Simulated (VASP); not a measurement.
# CaO (relaxed from the zinc blende structure, space group F-43m): computed properties

These are PBEsol GGA, VASP's PBE PAW potentials (set 64) (plane waves; VASP 6.6.1) values and carry that method's errors.

space group: F-43m (216)
cell: a = 5.188 Å, b = 5.188 Å, c = 5.188 Å, α = 90.00°, β = 90.00°, γ = 90.00°
volume per atom: 17.45 Å^3/atom
band gap (over mesh and band path): 3.25 eV
smallest direct gap (over mesh and band path): 3.91 eV
density: 2.67 g/cm³

```
CELL_PARAMETERS angstrom
      0.00000     2.59398     2.59398
      2.59398     0.00000     2.59398
      2.59398     2.59398     0.00000
ATOMIC_POSITIONS crystal
  Ca 0.00000 0.00000 0.00000
  O  0.25000 0.25000 0.25000
```

The structure was generated: CaO was put into the zinc blende type (F-43m), which need not be its known phase. It was relaxed first, which changed the volume by -20 %. Symmetry was kept, so distortions that lower it aren't found.
